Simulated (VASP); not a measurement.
OSZICAR of a VASP run on In (bct):

### OSZICAR
```
       N       E                     dE             d eps       ncg     rms          rms(c)
DAV:   1     0.795984723879E+02    0.79598E+02   -0.56319E+03  9844   0.154E+03
DAV:   2    -0.172700020081E+02   -0.96868E+02   -0.95005E+02  9972   0.355E+02
DAV:   3    -0.248522304346E+02   -0.75822E+01   -0.75322E+01 11304   0.119E+02
DAV:   4    -0.250929726887E+02   -0.24074E+00   -0.24061E+00 12776   0.218E+01
DAV:   5    -0.251068856473E+02   -0.13913E-01   -0.13912E-01 15052   0.393E+00    0.366E+00
DAV:   6    -0.224677911232E+02    0.26391E+01   -0.15036E+00 11048   0.318E+01    0.151E+00
DAV:   7    -0.225848109490E+02   -0.11702E+00   -0.16769E-01 11200   0.927E+00    0.116E+00
DAV:   8    -0.225713544568E+02    0.13456E-01   -0.96403E-02 10028   0.314E+00    0.283E-01
DAV:   9    -0.226079959940E+02   -0.36642E-01   -0.32184E-02 10056   0.181E+00    0.186E-01
DAV:  10    -0.226082757690E+02   -0.27977E-03   -0.10565E-03 14832   0.304E-01    0.299E-01
DAV:  11    -0.226084220627E+02   -0.14629E-03   -0.43658E-05 11284   0.110E-01    0.369E-01
DAV:  12    -0.226086987603E+02   -0.27670E-03   -0.17357E-03 12852   0.883E-01    0.974E-02
DAV:  13    -0.226089853602E+02   -0.28660E-03   -0.13093E-04 10128   0.176E-01    0.918E-02
DAV:  14    -0.226089978682E+02   -0.12508E-04   -0.55093E-06 11224   0.348E-02    0.760E-02
DAV:  15    -0.226090112888E+02   -0.13421E-04   -0.32706E-06  8604   0.303E-02    0.501E-02
DAV:  16    -0.226090204586E+02   -0.91697E-05   -0.19494E-05 12748   0.103E-01    0.278E-02
DAV:  17    -0.226090210011E+02   -0.54253E-06   -0.70146E-07  7708   0.112E-02
   1 F= -.22609021E+02 E0= -.22608761E+02  d E =-.519334E-03  mag=     0.0000     0.0000    -0.0000
       N       E                     dE             ncg
```

Which electronic solver shows in the log?

It is blocked Davidson (ALGO = Normal, or the opening steps of other solvers). The INCAR had ALGO = Normal.

How was spin treated?

With non-collinear spinors: mag has three components.

Can the final energy be trusted as converged?

The run converged. It stopped with EDIFF = 1E-6, NELM = 100 (r2SCAN meta-GGA with spin-orbit coupling, plane waves, VASP's PBE PAW potentials (set 64)).

The compound is In in the bct structure. It was relaxed first.
